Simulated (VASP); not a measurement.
Level of theory: PBEsol GGA, VASP's PBE PAW potentials (set 64) (plane waves; VASP).

A VASP calculation is set up with these files.

KPOINTS:
```
Automatic mesh
0
Gamma
7 7 7
0 0 0
```

### INCAR
```
SYSTEM  =  Pt3Ti
PREC  =  Accurate; ENCUT  =  520; LREAL  =  .False.
LASPH  =  .True.
EDIFF  =  1E-6; NELM  =  100; ALGO  =  Normal
LMAXMIX  =  6
ISMEAR  =  1; SIGMA  =  0.1
GGA  =  PS
IBRION  =  2; NSW  =  60; ISIF  =  3
EDIFFG  =  -0.02
LWAVE  =  .False.; LCHARG  =  .False.
```

### POSCAR
```
Pt3Ti
1.0
  3.8984325560   0.0000000000   0.0000000000
  0.0000000000   3.8984325560   0.0000000000
  0.0000000000   0.0000000000   3.8984325560
Ti Pt
1 3
Direct
  0.0000000000   0.0000000000   0.0000000000
  0.0000000000   0.5000000000   0.5000000000
  0.5000000000   0.0000000000   0.5000000000
  0.5000000000   0.5000000000   0.0000000000
```

POTCAR, in this order: Ti_sv Pt (PBE.64 set). Program: vasp_std.

Output of the run:

**OUTCAR**
```
 ion  position               nearest neighbor table
   1  0.000  0.000  0.000-   2 2.76   3 2.76   4 2.76   2 2.76   3 2.76   2 2.76   4 2.76   2 2.76
                             3 2.76   4 2.76   3 2.76   4 2.76
   2  0.000  0.500  0.500-   1 2.76   3 2.76   4 2.76   1 2.76   4 2.76   1 2.76   3 2.76   1 2.76
                             3 2.76   4 2.76   4 2.76   3 2.76
   3  0.500  0.000  0.500-   1 2.76   2 2.76   4 2.76   1 2.76   4 2.76   2 2.76   4 2.76   4 2.76
                             1 2.76   2 2.76   1 2.76   2 2.76
   4  0.500  0.500  0.000-   1 2.76   2 2.76   3 2.76   2 2.76   3 2.76   1 2.76   3 2.76   3 2.76
                             1 2.76   2 2.76   2 2.76   1 2.76
  LATTYP: Found a simple cubic cell.
 ALAT       =     3.8984325560
 Subroutine PRICEL returns:
 Original cell was already a primitive cell.
 Subroutine GETGRP returns: Found 48 space group operations
The static configuration has the point symmetry O_h .
The dynamic configuration has the point symmetry O_h .
 Subroutine INISYM returns: Found 48 space group operations
 Subroutine IBZKPT returns following result:
 Found     20 irreducible k-points:

 Following reciprocal coordinates:
            Coordinates               Weight
  0.000000  0.000000  0.000000      1.000000
  0.142857  0.000000  0.000000      6.000000
  0.285714  0.000000  0.000000      6.000000
  0.428571  0.000000  0.000000      6.000000
  0.142857  0.142857  0.000000     12.000000
  0.285714  0.142857  0.000000     24.000000
  0.428571  0.142857  0.000000     24.000000
  0.285714  0.285714  0.000000     12.000000
  0.428571  0.285714  0.000000     24.000000
  0.428571  0.428571  0.000000     12.000000
  0.142857  0.142857  0.142857      8.000000
  0.285714  0.142857  0.142857     24.000000
  0.428571  0.142857  0.142857     24.000000
  0.285714  0.285714  0.142857     24.000000
  0.428571  0.285714  0.142857     48.000000
  0.428571  0.428571  0.142857     24.000000
  0.285714  0.285714  0.285714      8.000000
  0.428571  0.285714  0.285714     24.000000
  0.428571  0.428571  0.285714     24.000000
  0.428571  0.428571  0.428571      8.000000
   k-points           NKPTS =     20   k-points in BZ     NKDIM =     20   number of bands    NBANDS=     25
   number of dos      NEDOS =    301   number of ions     NIONS =      4
   total plane-waves  NPLWV =  27000
   dimension x,y,z NGX =    30 NGY =   30 NGZ =   30
   dimension x,y,z NGXF=    60 NGYF=   60 NGZF=   60
   ions per type =               1   3
   PREC   = accura    normal or accurate (medium, high low for compatibility)
   ISTART =      0    job   : 0-new  1-cont  2-samecut
   ICHARG =      2    charge: 1-file 2-atom 10-const
   ISPIN  =      1    spin polarized calculation?
   LNONCOLLINEAR =      F non collinear calculations
   LSORBIT =      F    spin-orbit coupling
   INIWAV =      1    electr: 0-lowe 1-rand  2-diag
   ENCUT  =  520.0 eV  38.22 Ry    6.18 a.u.   7.25  7.25  7.25*2*pi/ulx,y,z
   NELM   =    100;   NELMIN=  2; NELMDL= -5     # of ELM steps
   EDIFF  = 0.1E-05   stopping-criterion for ELM
   LREAL  =      F    real-space projection
   NLSPLINE    = F    spline interpolate recip. space projectors
   LMAXMIX     =    6 max onsite mixed and CHGCAR
   VOSKOWN=      0    Vosko Wilk Nusair interpolation
   EDIFFG = -.2E-01   stopping-criterion for IOM
   NSW    =     60    number of steps for IOM
   NBLOCK =      1;   KBLOCK =     60    inner block; outer block
   IBRION =      2    ionic relax: 0-MD 1-quasi-New 2-CG
   NFREE  =      1    steps in history (QN), initial steepest desc. (CG)
   ISIF   =      3    stress and relaxation
   ISYM   =      2    0-nonsym 1-usesym 2-fastsym
   TEIN   =    0.0    initial temperature
   TEBEG  =    0.0;   TEEND  =   0.0 temperature during run
   SMASS  =  -3.00    Nose mass-parameter (am)
   PSTRESS=    0.0 pullay stress
   NELECT =      42.0000    total number of electrons
   EFERMI =   0.00;   METHOD = LEGACY
...
```

OSZICAR:
```
       N       E                     dE             d eps       ncg     rms          rms(c)
DAV:   1     0.381236066512E+03    0.38124E+03   -0.21426E+04  1000   0.181E+03
DAV:   2    -0.305477879971E+01   -0.38429E+03   -0.37755E+03  1088   0.449E+02
DAV:   3    -0.352489485369E+02   -0.32194E+02   -0.30636E+02  1518   0.110E+02
DAV:   4    -0.361656136630E+02   -0.91667E+00   -0.91317E+00  1158   0.197E+01
DAV:   5    -0.361969234242E+02   -0.31310E-01   -0.31281E-01  1444   0.369E+00    0.234E+01
DAV:   6    -0.338974294058E+02    0.22995E+01   -0.19645E+01  1407   0.335E+01    0.131E+01
DAV:   7    -0.337771234210E+02    0.12031E+00   -0.26678E+01  1415   0.322E+01    0.104E+01
DAV:   8    -0.328989416462E+02    0.87818E+00   -0.18602E+00  1420   0.108E+01    0.459E+00
DAV:   9    -0.328431107407E+02    0.55831E-01   -0.24527E+00  1442   0.855E+00    0.290E+00
DAV:  10    -0.327510615969E+02    0.92049E-01   -0.64808E-01  1423   0.543E+00    0.245E-01
DAV:  11    -0.327536953984E+02   -0.26338E-02   -0.14172E-02  1339   0.912E-01    0.496E-01
DAV:  12    -0.327517055578E+02    0.19898E-02   -0.10627E-02  1448   0.594E-01    0.101E-01
DAV:  13    -0.327516994330E+02    0.61249E-05   -0.21429E-04  1112   0.116E-01    0.376E-02
DAV:  14    -0.327517152558E+02   -0.15823E-04   -0.10585E-04  1449   0.764E-02    0.544E-02
DAV:  15    -0.327516951298E+02    0.20126E-04   -0.55810E-05  1489   0.493E-02    0.140E-02
DAV:  16    -0.327516937747E+02    0.13551E-05   -0.80740E-06  1398   0.179E-02    0.303E-03
DAV:  17    -0.327516937815E+02   -0.68644E-08   -0.53106E-07   562   0.574E-03
   1 F= -.32751694E+02 E0= -.32751407E+02  d E =-.327517E+02
```

OUTCAR:
```
------------------------ aborting loop because EDIFF is reached ----------------------------------------
  FORCE on cell =-STRESS in cart. coord.  units (eV):
  Direction    XX          YY          ZZ          XY          YZ          ZX
  --------------------------------------------------------------------------------------
  Total       -0.0209013     -0.0209013     -0.0209013      0.0000000      0.0000000     -0.0000000
  in kB       -0.5652159     -0.5652159     -0.5652159      0.0000000      0.0000000     -0.0000000
  external PRESSURE =      -0.5652159 kB  Pullay stress =       0.0000000 kB
  volume of cell :       59.25
      direct lattice vectors                 reciprocal lattice vectors
     3.898432556  0.000000000  0.000000000     0.256513351  0.000000000  0.000000000
     0.000000000  3.898432556  0.000000000     0.000000000  0.256513351  0.000000000
     0.000000000  0.000000000  3.898432556     0.000000000  0.000000000  0.256513351
 POSITION                                       TOTAL-FORCE (eV/Angst)
 -----------------------------------------------------------------------------------
      0.00000      0.00000      0.00000         0.000000      0.000000      0.000000
      0.00000      1.94922      1.94922         0.000000      0.000000      0.000000
      1.94922      0.00000      1.94922         0.000000      0.000000      0.000000
      1.94922      1.94922      0.00000         0.000000      0.000000      0.000000
 -----------------------------------------------------------------------------------
    total drift:                                0.000000      0.000000     -0.000000
  FREE ENERGIE OF THE ION-ELECTRON SYSTEM (eV)
  ---------------------------------------------------
  free  energy   TOTEN  =       -32.7516937815 eV

  energy  without entropy=      -32.7508326462  energy(sigma->0) =      -32.75140674

 reached required accuracy - stopping structural energy minimisation
```
(Selected blocks of OUTCAR.)

The compound is Pt3Ti in the L1_2 structure. It was relaxed first. The start is the result of an earlier pass.
